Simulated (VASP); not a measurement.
OSZICAR of a VASP run on Cs2AgBiBr6 (space group Fm-3m):

### OSZICAR
```
       N       E                     dE             d eps       ncg     rms          rms(c)
DAV:   1     0.448495649204E+03    0.44850E+03   -0.32665E+04   840   0.123E+03
DAV:   2    -0.171638293270E+03   -0.62013E+03   -0.60556E+03  1002   0.293E+02
DAV:   3    -0.240779132204E+03   -0.69141E+02   -0.68768E+02   965   0.116E+02
DAV:   4    -0.242909455614E+03   -0.21303E+01   -0.21228E+01   976   0.250E+01
DAV:   5    -0.242987967920E+03   -0.78512E-01   -0.78483E-01  1157   0.415E+00    0.769E+00
DAV:   6    -0.231248284694E+03    0.11740E+02   -0.83017E+00   965   0.214E+01    0.730E+00
DAV:   7    -0.222233440408E+03    0.90148E+01   -0.23894E+00   896   0.789E+00    0.392E+00
DAV:   8    -0.223396031551E+03   -0.11626E+01   -0.15322E+00   900   0.660E+00    0.147E+00
DAV:   9    -0.222411394025E+03    0.98464E+00   -0.73842E-01   831   0.529E+00    0.565E-01
DAV:  10    -0.222494322455E+03   -0.82928E-01   -0.49396E-02   936   0.153E+00    0.236E-01
DAV:  11    -0.222501338917E+03   -0.70165E-02   -0.40317E-02   848   0.125E+00    0.124E-01
DAV:  12    -0.222513490881E+03   -0.12152E-01   -0.71435E-03   896   0.534E-01    0.654E-02
DAV:  13    -0.222515179815E+03   -0.16889E-02   -0.24407E-03   937   0.259E-01    0.360E-02
DAV:  14    -0.222513448358E+03    0.17315E-02   -0.14993E-03   852   0.250E-01    0.392E-02
DAV:  15    -0.222515067991E+03   -0.16196E-02   -0.38338E-04   858   0.127E-01    0.884E-03
DAV:  16    -0.222515471097E+03   -0.40311E-03   -0.56520E-04   852   0.156E-01    0.145E-02
DAV:  17    -0.222515527866E+03   -0.56769E-04   -0.15018E-05   957   0.234E-02    0.848E-03
DAV:  18    -0.222515569043E+03   -0.41177E-04   -0.10281E-05   901   0.203E-02    0.710E-03
DAV:  19    -0.222515583034E+03   -0.13991E-04   -0.44565E-06   874   0.152E-02    0.457E-03
DAV:  20    -0.222515587694E+03   -0.46597E-05   -0.44872E-06   882   0.133E-02    0.306E-03
DAV:  21    -0.222515586696E+03    0.99771E-06   -0.71554E-07   922   0.535E-03    0.253E-03
DAV:  22    -0.222515587016E+03   -0.32033E-06   -0.10837E-07   578   0.228E-03    0.188E-03
DAV:  23    -0.222515588801E+03   -0.17844E-05   -0.80703E-07   852   0.620E-03    0.397E-04
DAV:  24    -0.222515588287E+03    0.51387E-06   -0.10823E-07   600   0.226E-03    0.431E-04
DAV:  25    -0.222515588582E+03   -0.29570E-06   -0.36285E-08   557   0.126E-03    0.894E-05
DAV:  26    -0.222515588552E+03    0.30943E-07   -0.44105E-09   486   0.544E-04
   1 F= -.22251559E+03 E0= -.22251559E+03  d E =0.000000E+00
       N       E                     dE             ncg
       N       E                     dE             ncg
       N       E                     dE             ncg
       N       E                     dE             ncg
       N       E                     dE             ncg
       N       E                     dE             ncg
       N       E                     dE             ncg
       N       E                     dE             ncg
```

### Question
Which electronic solver shows in the log?

### Answer
It is blocked Davidson (ALGO = Normal, or the opening steps of other solvers). The INCAR had ALGO = Normal.

### Question
Can the final energy be trusted as converged?

### Answer
Self-consistency was reached. It stopped with EDIFF = 1E-7, NELM = 100 (r2SCAN meta-GGA, plane waves, VASP's PBE PAW potentials (set 64)).

The structure comes from a computed database's Cs2AgBiBr6 entry (Fm-3m); how it stands against other phases isn't given here. It was relaxed first.
